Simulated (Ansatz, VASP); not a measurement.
# Cross-check of TePtSe between VASP and Ansatz, part 2 of 3

Aim: how closely do two programs agree when they are given the same cell, functional and k mesh? The cell is taken from a series of runs on this material, whose earlier steps may have relaxed, scaled, displaced or heated it; both programs get it as it stands.

VASP 6.6.1 and Ansatz 0.2.0.

So far: The structure; Ansatz: zone-centre phonons, PBEsol, pair 1.

## Step 3: VASP: zone-centre phonons, PBEsol, pair 1

Level of this step: PBEsol; plane waves and PAW (Pt, Se, Te) (VASP).

The same cell, functional and mesh now go to VASP, with its own data sets.

Lines of VASP's logs that name or quote its potential files are left out, and so is its time.

INCAR

```
SYSTEM = TePtSe
PREC = Accurate
ENCUT = 500
EDIFF = 1E-08
NELM = 120
ISMEAR = 0
SIGMA = 0.01
LREAL = .FALSE.
ALGO = Normal
GGA = PS
NBANDS = 17
LASPH = .TRUE.
LORBIT = 11
LWAVE = .FALSE.
LCHARG = .FALSE.
ISIF = 2
IBRION = 8
GGA_COMPAT = .FALSE.
EFERMI = MIDGAP
NELMDL = -8
KPAR = 2
```

POSCAR

```
TePtSe
1.0
    3.7253674150      0.0000000000      0.0000000000
   -1.8626837075      3.3260441441      0.0000000000
    0.0000000000      0.0000000000     30.0000000000
Pt Se Te
1 1 1
Direct
    0.9996965318      0.9993930636      0.3337101348
    0.3299576950      0.6599153900      0.3771163541
    0.6703457732      0.3406915464      0.2858401776
```

KPOINTS

```
Automatic mesh
0
Gamma
9 9 1
0 0 0
```

Potentials, in the order of the species: Pt, Se and Te (PBE family, release 64).

Command:

```sh
$ mpirun -np 2 vasp_std
```

Numbers of over 12 decimals in the logs are rounded to 6 here.

The log of the run:

```text
[banner, memory and clock lines left out]
running    2 mpi-ranks, on    1 nodes
 distrk:  each k-point on    1 cores,    2 groups
 distr:  one band on    1 cores,    1 groups

 POSCAR found type information on POSCAR PtSeTe
 POSCAR found :  3 types and       3 ions
|                                                                             |
|               ----> ADVICE to this user running VASP <----                  |
|                                                                             |
|     You enforced a specific xc type in the INCAR file but a different       |
|     [... a line on the potential file left out ...]
|     I HOPE YOU KNOW WHAT YOU ARE DOING!                                     |
|                                                                             |

 LDA part: xc-table for (Slater+PW92), standard interpolation
 POSCAR, INCAR and KPOINTS ok, starting setup
 FFT: planning ... GRIDC
 FFT: planning ... GRID_SOFT
 FFT: planning ... GRID
 WAVECAR not read
 entering main loop
       N       E                     dE             d eps       ncg     rms          rms(c)
DAV:   1     0.167349376599E+03    0.16735E+03   -0.64869E+03   850   0.867E+02
DAV:   2     0.314613315040E+01   -0.16420E+03   -0.15475E+03  1406   0.152E+02
DAV:   3    -0.157294448767E+02   -0.18876E+02   -0.18748E+02  1074   0.656E+01
DAV:   4    -0.160637568465E+02   -0.33431E+00   -0.33372E+00  1140   0.104E+01
DAV:   5    -0.160715231962E+02   -0.77663E-02   -0.77660E-02  1343   0.146E+00
DAV:   6    -0.160715731702E+02   -0.49974E-04   -0.49973E-04  1177   0.108E-01
DAV:   7    -0.160715747858E+02   -0.16156E-05   -0.16155E-05  1360   0.168E-02
DAV:   8    -0.160715748015E+02   -0.15713E-07   -0.15756E-07  1206   0.156E-03    0.130E+01
DAV:   9    -0.154509241966E+02    0.62065E+00   -0.39807E+00  1102   0.179E+01    0.781E+00
DAV:  10    -0.153429549525E+02    0.10797E+00   -0.12882E+00  1024   0.103E+01    0.300E+00
DAV:  11    -0.152752711632E+02    0.67684E-01   -0.14137E-01  1122   0.365E+00    0.699E-01
DAV:  12    -0.152721927020E+02    0.30785E-02   -0.35686E-02  1163   0.144E+00    0.245E-01
DAV:  13    -0.152721912828E+02    0.14192E-05   -0.17681E-03  1176   0.308E-01    0.205E-01
DAV:  14    -0.152723527481E+02   -0.16147E-03   -0.48118E-04  1132   0.141E-01    0.106E-01
[...]
DAV:  25    -0.152723480500E+02   -0.15427E-05   -0.21769E-08  1005   0.793E-04    0.367E-04
DAV:  26    -0.152723490060E+02   -0.95607E-06   -0.26135E-08   923   0.637E-04    0.335E-04
DAV:  27    -0.152723491548E+02   -0.14882E-06   -0.30627E-10  1053   0.147E-04    0.139E-04
DAV:  28    -0.152723495784E+02   -0.42358E-06   -0.45013E-09   854   0.174E-04    0.146E-04
DAV:  29    -0.152723497091E+02   -0.13063E-06   -0.62885E-10   888   0.112E-04    0.766E-05
DAV:  30    -0.152723497653E+02   -0.56272E-07    0.12376E-10   891   0.488E-05    0.345E-05
DAV:  31    -0.152723497899E+02   -0.24603E-07    0.32560E-10   868   0.396E-05    0.386E-05
DAV:  32    -0.152723497970E+02   -0.70695E-08    0.45915E-10   884   0.197E-05
   1 F= -.15272350E+02 E0= -.15272350E+02  d E =0.000000E+00
 Linear response reoptimize wavefunctions to high precision
DAV:   1    -0.152723497989E+02   -0.19206E-08    0.48364E-10   916   0.772E-06
DAV:   2    -0.152723497989E+02   -0.14552E-10    0.48063E-10   911   0.219E-06
 Linear response DOF=           9
 Linear response progress:
  Degree of freedom:   1/  9
       N       E                     dE             d eps       ncg     rms          rms(c)
RMM:   1    -0.253727118035E+00   -0.25373E+00   -0.24789E-01  2551   0.333E+00
RMM:   2    -0.248175209788E+00    0.55519E-02   -0.74651E-03  2131   0.511E-01    0.204E-01
RMM:   3    -0.248002590353E+00    0.17262E-03   -0.45463E-04  2135   0.131E-01    0.121E-01
RMM:   4    -0.248519866178E+00   -0.51728E-03   -0.73502E-04  2231   0.150E-01    0.221E-02
RMM:   5    -0.248480466704E+00    0.39399E-04   -0.53527E-05  2262   0.446E-02    0.927E-03
[...]
RMM:  10    -0.284718776334E+00   -0.17598E-05   -0.42106E-09  1526   0.292E-04    0.143E-04
RMM:  11    -0.284718873019E+00   -0.96685E-07   -0.11370E-08  1502   0.383E-04    0.807E-05
RMM:  12    -0.284718816326E+00    0.56693E-07    0.25539E-08  1591   0.186E-04    0.554E-05
RMM:  13    -0.284719273856E+00   -0.45753E-06    0.83533E-08  1572   0.217E-04    0.337E-05
RMM:  14    -0.284719162361E+00    0.11150E-06    0.15888E-07  1633   0.102E-04    0.193E-05
RMM:  15    -0.284718938203E+00    0.22416E-06    0.26942E-08  1629   0.986E-05    0.125E-05
RMM:  16    -0.284718981776E+00   -0.43573E-07   -0.26322E-08  1624   0.356E-05    0.871E-06
RMM:  17    -0.284719059432E+00   -0.77656E-07   -0.32903E-08  1675   0.483E-05    0.395E-06
RMM:  18    -0.284719042322E+00    0.17110E-07   -0.19747E-08  1598   0.210E-05    0.166E-06
RMM:  19    -0.284719047878E+00   -0.55566E-08   -0.11470E-09  1506   0.141E-05    0.103E-06
 first order change of Fermi-energy   0.17115E+00
 force on displaced ion       1 direction 3 :   0.000   0.203 -15.477
 Linear response progress:
  Degree of freedom:   4/  9
       N       E                     dE             d eps       ncg     rms          rms(c)
RMM:   1    -0.762274364521E-01   -0.76227E-01    0.63717E-02  3339   0.147E+00
[...]
RMM:   9    -0.760429517420E-01   -0.28789E-07    0.38702E-09  1548   0.196E-04    0.531E-05
RMM:  10    -0.760428854964E-01    0.66246E-07    0.27375E-09  1536   0.749E-05    0.270E-05
RMM:  11    -0.760428776136E-01    0.78828E-08   -0.15285E-08  1513   0.673E-05    0.675E-06
 first order change of Fermi-energy  -0.48380E+00
 force on displaced ion       2 direction 2 :   0.000  -7.162   0.080
 Linear response progress:
  Degree of freedom:   6/  9
       N       E                     dE             d eps       ncg     rms          rms(c)
RMM:   1    -0.113818425717E+00   -0.11382E+00    0.58721E-02  1938   0.140E+00
RMM:   2    -0.112885157498E+00    0.93327E-03   -0.23167E-03  1389   0.250E-01    0.173E-01
RMM:   3    -0.112700398524E+00    0.18476E-03   -0.15711E-04  1508   0.584E-02    0.108E-01
RMM:   4    -0.112629566508E+00    0.70832E-04   -0.12960E-04  1515   0.542E-02    0.244E-02
RMM:   5    -0.112613841404E+00    0.15725E-04   -0.26193E-05  1515   0.229E-02    0.918E-03
RMM:   6    -0.112631570567E+00   -0.17729E-04   -0.15187E-06  1501   0.634E-03    0.357E-03
RMM:   7    -0.112637592959E+00   -0.60224E-05   -0.18510E-07  1533   0.219E-03    0.101E-03
RMM:   8    -0.112637437335E+00    0.15562E-06   -0.76346E-08  1525   0.993E-04    0.664E-04
RMM:   9    -0.112639087206E+00   -0.16499E-05   -0.33724E-08  1522   0.759E-04    0.283E-04
RMM:  10    -0.112641270258E+00   -0.21831E-05   -0.19039E-08  1506   0.325E-04    0.164E-04
RMM:  11    -0.112644481677E+00   -0.32114E-05   -0.72111E-08  1540   0.447E-04    0.944E-05
RMM:  12    -0.112645827135E+00   -0.13455E-05   -0.40718E-08  1607   0.338E-04    0.468E-05
RMM:  13    -0.112646352262E+00   -0.52513E-06   -0.92722E-09  1604   0.144E-04    0.284E-05
RMM:  14    -0.112646449361E+00   -0.97098E-07   -0.52492E-08  1631   0.152E-04    0.144E-05
RMM:  15    -0.112646438500E+00    0.10860E-07   -0.50718E-09  1636   0.626E-05    0.124E-05
RMM:  16    -0.112646468913E+00   -0.30413E-07   -0.18776E-08  1658   0.546E-05    0.509E-06
RMM:  17    -0.112646485431E+00   -0.16518E-07    0.16337E-09  1578   0.264E-05    0.299E-06
RMM:  18    -0.112646494104E+00   -0.86731E-08    0.20300E-08  1540   0.190E-05    0.125E-06
 first order change of Fermi-energy  -0.18500E+00
 force on displaced ion       2 direction 3 :   0.000   0.078  -9.532
 Linear response progress:
  Degree of freedom:   7/  9
       N       E                     dE             d eps       ncg     rms          rms(c)
RMM:   1    -0.401367414993E-01   -0.40137E-01    0.29299E-02  3435   0.104E+00
RMM:   2    -0.398061456675E-01    0.33060E-03   -0.19402E-03  2309   0.215E-01    0.881E-02
RMM:   3    -0.397585506101E-01    0.47595E-04   -0.88767E-05  2237   0.529E-02    0.559E-02
RMM:   4    -0.397140747047E-01    0.44476E-04   -0.25014E-05  2357   0.290E-02    0.716E-03
RMM:   5    -0.397053841643E-01    0.86905E-05   -0.12217E-06  2471   0.618E-03    0.351E-03
RMM:   6    -0.396988355549E-01    0.65486E-05   -0.30855E-07  2471   0.263E-03    0.115E-03
RMM:   7    -0.396982968470E-01    0.53871E-06   -0.25355E-08  2514   0.673E-04    0.583E-04
RMM:   8    -0.396981304402E-01    0.16641E-06   -0.45654E-09  2500   0.250E-04    0.234E-04
RMM:   9    -0.396980735879E-01    0.56852E-07   -0.10006E-08  2525   0.927E-05    0.851E-05
RMM:  10    -0.396980695519E-01    0.40360E-08   -0.13095E-09  2497   0.521E-05    0.162E-05
 first order change of Fermi-energy  -0.78909E-03
 force on displaced ion       3 direction 1 :  -8.899   0.001  -0.000
 Linear response progress:
  Degree of freedom:   8/  9
       N       E                     dE             d eps       ncg     rms          rms(c)
RMM:   1    -0.409229241096E-01   -0.40923E-01    0.30928E-02  2100   0.105E+00
RMM:   2    -0.404761620238E-01    0.44676E-03   -0.19808E-03  1406   0.219E-01    0.908E-02
RMM:   3    -0.404284704360E-01    0.47692E-04   -0.93562E-05  1381   0.548E-02    0.580E-02
RMM:   4    -0.403878615352E-01    0.40609E-04   -0.25687E-05  1449   0.299E-02    0.851E-03
RMM:   5    -0.403791958276E-01    0.86657E-05   -0.21361E-06  1522   0.779E-03    0.416E-03
RMM:   6    -0.403751558892E-01    0.40399E-05   -0.36481E-07  1511   0.312E-03    0.255E-03
RMM:   7    -0.403716229473E-01    0.35329E-05   -0.63557E-08  1520   0.158E-03    0.878E-04
RMM:   8    -0.403716150696E-01    0.78777E-08   -0.90930E-09  1541   0.634E-04    0.352E-04
 first order change of Fermi-energy   0.45297E+00
 force on displaced ion       3 direction 2 :  -0.000  -8.796   0.100
 Linear response progress:
  Degree of freedom:   9/  9
       N       E                     dE             d eps       ncg     rms          rms(c)
RMM:   1    -0.796686379263E-01   -0.79669E-01    0.28916E-02  2008   0.105E+00
RMM:   2    -0.786206250011E-01    0.10480E-02   -0.15117E-03  1399   0.215E-01    0.153E-01
RMM:   3    -0.784260319919E-01    0.19459E-03   -0.14264E-04  1482   0.620E-02    0.101E-01
RMM:   4    -0.783418724703E-01    0.84160E-04   -0.14717E-04  1546   0.539E-02    0.317E-02
RMM:   5    -0.783130358586E-01    0.28837E-04   -0.33920E-05  1515   0.250E-02    0.129E-02
RMM:   6    -0.783277120834E-01   -0.14676E-04   -0.34636E-06  1522   0.970E-03    0.628E-03
RMM:   7    -0.783319207344E-01   -0.42087E-05   -0.53344E-07  1530   0.317E-03    0.169E-03
RMM:   8    -0.783334184696E-01   -0.14977E-05   -0.88737E-08  1535   0.163E-03    0.129E-03
RMM:   9    -0.783350674122E-01   -0.16489E-05   -0.64503E-08  1540   0.117E-03    0.742E-04
RMM:  10    -0.783367571799E-01   -0.16898E-05   -0.15169E-08  1501   0.333E-04    0.535E-04
RMM:  11    -0.783416525625E-01   -0.48954E-05   -0.10080E-07  1573   0.769E-04    0.196E-04
RMM:  12    -0.783432218177E-01   -0.15693E-05    0.11763E-07  1605   0.335E-04    0.178E-04
RMM:  13    -0.783444604308E-01   -0.12386E-05   -0.10999E-07  1618   0.317E-04    0.700E-05
RMM:  14    -0.783445052721E-01   -0.44841E-07   -0.35856E-07  1639   0.108E-04    0.347E-05
RMM:  15    -0.783445883042E-01   -0.83032E-07   -0.44698E-07  1691   0.156E-04    0.225E-05
RMM:  16    -0.783446044062E-01   -0.16102E-07   -0.27980E-07  1652   0.557E-05    0.276E-05
RMM:  17    -0.783446551095E-01   -0.50703E-07   -0.99841E-08  1679   0.545E-05    0.464E-06
RMM:  18    -0.783446772823E-01   -0.22173E-07    0.14476E-08  1658   0.325E-05    0.708E-06
RMM:  19    -0.783446840705E-01   -0.67882E-08    0.16894E-08  1524   0.180E-05    0.353E-06
 first order change of Fermi-energy  -0.51168E-01
 force on displaced ion       3 direction 3 :  -0.000   0.103 -10.102
 Linear response finished
```

Parts of OUTCAR (step 3):

```text
ion  position               nearest neighbor table
   1  1.000  0.999  0.334-   2 2.54   2 2.54   2 2.55   3 2.61   3 2.61   3 2.62
   2  0.330  0.660  0.377-   1 2.54   1 2.54   1 2.55
   3  0.670  0.341  0.286-   1 2.61   1 2.61   1 2.62

  LATTYP: Found a base centered orthorhombic cell.
 ALAT       =     3.7253674150
 B/A-ratio  =     1.7856193892
 C/A-ratio  =     8.0528969785

 Subroutine GETGRP returns: Found  2 space group operations
 (whereof  2 operations were pure point group operations)

The static configuration has the point symmetry C_1h.

 Found     25 irreducible k-points:

   k-points           NKPTS =     25   k-points in BZ     NKDIM =     25   number of bands    NBANDS=     17

   dimension x,y,z NGX =    28 NGY =   28 NGZ =  224
   dimension x,y,z NGXF=    56 NGYF=   56 NGZF=  448

   ENCUT  =  500.0 eV  36.75 Ry    6.06 a.u.   6.79  6.95 54.70*2*pi/ulx,y,z

   NELECT =      22.0000    total number of electrons

 k-points in reciprocal lattice and weights: Automatic mesh
   0.00000000  0.00000000  0.00000000       0.012
   0.11111111  0.00000000  0.00000000       0.049
   0.22222222 -0.00000000  0.00000000       0.049
   0.33333333  0.00000000  0.00000000       0.049
   0.44444444 -0.00000000  0.00000000       0.049
   0.00000000  0.11111111  0.00000000       0.025
   0.11111111  0.11111111  0.00000000       0.049
   0.22222222  0.11111111  0.00000000       0.049
   0.33333333  0.11111111  0.00000000       0.049
[...]
0.00000000  0.44444444  0.00000000       0.025
   0.11111111  0.44444444  0.00000000       0.025

 average (electrostatic) potential at core
       1 -77.1631       2 -61.0388       3 -97.2624

  Total        1.5880468      0.4632121     -0.0101587      0.0000000      0.0002236      0.0000000
  in kB        6.8447170      1.9965130     -0.0437854      0.0000000      0.0009637      0.0000000
  external PRESSURE =       2.9324815 kB  Pullay stress =       0.0000000 kB

  energy-cutoff  :      500.00
  volume of cell :      371.72
      direct lattice vectors                 reciprocal lattice vectors
     3.725367415  0.000000000  0.000000000     0.268429899  0.150328732  0.000000000
    -1.862683708  3.326044144  0.000000000     0.000000000  0.300657465  0.000000000
     0.000000000  0.000000000 30.000000000     0.000000000  0.000000000  0.033333333

 POSITION                                       TOTAL-FORCE (eV/Angst)
 -----------------------------------------------------------------------------------
      1.86268      3.32403     10.01130         0.000000      0.001097     -0.008582
     -0.00000      2.19491     11.31349        -0.000000     -0.000592      0.006257
      1.86268      1.13316      8.57521        -0.000000     -0.000505      0.002326
 -----------------------------------------------------------------------------------
    total drift:                                0.000000     -0.000035     -0.000180

 Eigenvectors and eigenvalues of the dynamical matrix
 ----------------------------------------------------

   1 f  =    6.375864 THz    40.060734 2PiTHz  212.675927 cm-1    26.368442 meV
             X         Y         Z           dx          dy          dz
      1.862684  3.324025 10.011304     0.000000    0.094665   -0.626995
     -0.000000  2.194908 11.313491    -0.000000   -0.080382    0.743171
      1.862684  1.133155  8.575205    -0.000000   -0.053831    0.190401

   2 f  =    6.219166 THz    39.076171 2PiTHz  207.449041 cm-1    25.720391 meV
             X         Y         Z           dx          dy          dz
      1.862684  3.324025 10.011304     0.697385   -0.000000    0.000000
     -0.000000  2.194908 11.313491    -0.601984   -0.000000   -0.000000
      1.862684  1.133155  8.575205    -0.388934    0.000000   -0.000000

   3 f  =    6.091828 THz    38.276081 2PiTHz  203.201493 cm-1    25.193763 meV
             X         Y         Z           dx          dy          dz
      1.862684  3.324025 10.011304     0.000000    0.695685    0.079447
     -0.000000  2.194908 11.313491    -0.000000   -0.576568   -0.110488
      1.862684  1.133155  8.575205    -0.000000   -0.406135   -0.011246

   4 f  =    5.259147 THz    33.044197 2PiTHz  175.426272 cm-1    21.750076 meV
             X         Y         Z           dx          dy          dz
      1.862684  3.324025 10.011304    -0.000000    0.008961    0.338737
     -0.000000  2.194908 11.313491     0.000000   -0.028291    0.488285
      1.862684  1.133155  8.575205    -0.000000    0.011192   -0.803635

   5 f  =    4.589521 THz    28.836809 2PiTHz  153.089933 cm-1    18.980724 meV
             X         Y         Z           dx          dy          dz
      1.862684  3.324025 10.011304    -0.166565    0.000000    0.000000
     -0.000000  2.194908 11.313491    -0.663952    0.000000    0.000000
      1.862684  1.133155  8.575205     0.728988   -0.000000   -0.000000

   6 f  =    4.539439 THz    28.522137 2PiTHz  151.419392 cm-1    18.773603 meV
             X         Y         Z           dx          dy          dz
      1.862684  3.324025 10.011304    -0.000000   -0.146419   -0.007371
     -0.000000  2.194908 11.313491    -0.000000   -0.680631   -0.014457
      1.862684  1.133155  8.575205     0.000000    0.717372    0.020428

   7 f/i=    0.002035 THz     0.012785 2PiTHz    0.067874 cm-1     0.008415 meV
             X         Y         Z           dx          dy          dz
      1.862684  3.324025 10.011304     0.697073   -0.000000   -0.000000
     -0.000000  2.194908 11.313491     0.443602   -0.000000   -0.000000
      1.862684  1.133155  8.575205     0.563300   -0.000000   -0.000000

   8 f/i=    0.002250 THz     0.014137 2PiTHz    0.075051 cm-1     0.009305 meV
             X         Y         Z           dx          dy          dz
      1.862684  3.324025 10.011304     0.000000   -0.002224    0.696967
     -0.000000  2.194908 11.313491     0.000000   -0.001427    0.443684
      1.862684  1.133155  8.575205     0.000000   -0.001747    0.563358

   9 f/i=    0.002908 THz     0.018274 2PiTHz    0.097013 cm-1     0.012028 meV
             X         Y         Z           dx          dy          dz
      1.862684  3.324025 10.011304    -0.000000   -0.696804   -0.002181
     -0.000000  2.194908 11.313491    -0.000000   -0.443901   -0.001444
      1.862684  1.133155  8.575205    -0.000000   -0.563388   -0.001786

 ELASTIC MODULI CONTR FROM IONIC RELAXATION (kBar)
 Direction    XX          YY          ZZ          XY          YZ          ZX
 --------------------------------------------------------------------------------
 XX        -179.7761    -87.9489   -158.5894      0.0000     84.1321     -0.0000
 YY         -87.9489   -163.4702   -156.5545      0.0000    -69.3311     -0.0000
 ZZ        -158.5894   -156.5545   -192.8384      0.0000      1.3448     -0.0000
 XY           0.0000      0.0000      0.0000    -48.4760     -0.0000     79.3416
 YZ          84.1321    -69.3311      1.3448     -0.0000   -141.5066      0.0000
 ZX          -0.0000     -0.0000     -0.0000     79.3416      0.0000   -130.4553
 --------------------------------------------------------------------------------
```

## Step 4: Side by side

Known differences besides the potentials themselves: fixed occupations in Ansatz, narrow Gaussian smearing in VASP; Ansatz cuts the interaction across the vacuum, VASP repeats the sheet without a dipole correction; the data sets hold 50 valence electrons in Ansatz (on its PAW soft_1 files) and 22 in VASP; the cutoff is 420 eV in Ansatz and 500 eV in VASP; Ansatz makes its cores anew for this functional, VASP keeps those of its PBE data sets. Total energies have different zeros and are not compared.

Compared:

```csv
quantity,Ansatz,VASP,difference
optical mode 1 (cm⁻¹),151.4,151.4,-0.03 %
optical mode 2 (cm⁻¹),153.1,153.1,-0.03 %
optical mode 3 (cm⁻¹),174.9,175.4,-0.30 %
optical mode 4 (cm⁻¹),202.7,203.2,-0.23 %
optical mode 5 (cm⁻¹),207.0,207.4,-0.20 %
optical mode 6 (cm⁻¹),212.2,212.7,-0.20 %
```

Modes are paired by rising frequency, not by their patterns, so a pair may set unlike modes beside each other; they are those without the splitting of longitudinal modes. Where the cell holds vacuum, a pressure given here is an average over it and none of the material.

[end of part 2 of 3]

[Lines on the potential files, build, host, timing and source positions are cut from VASP's logs without a mark.]

[Logs are printed without paths, hosts, clocks, repeated set-up lines and the standing remarks that a program may print on its own settings, such as how far it seeks lower states.]

[Hosts, paths, dates, database ids (printed as entryN), source tags and the programs' standing remarks are cut or masked in the printed files.]
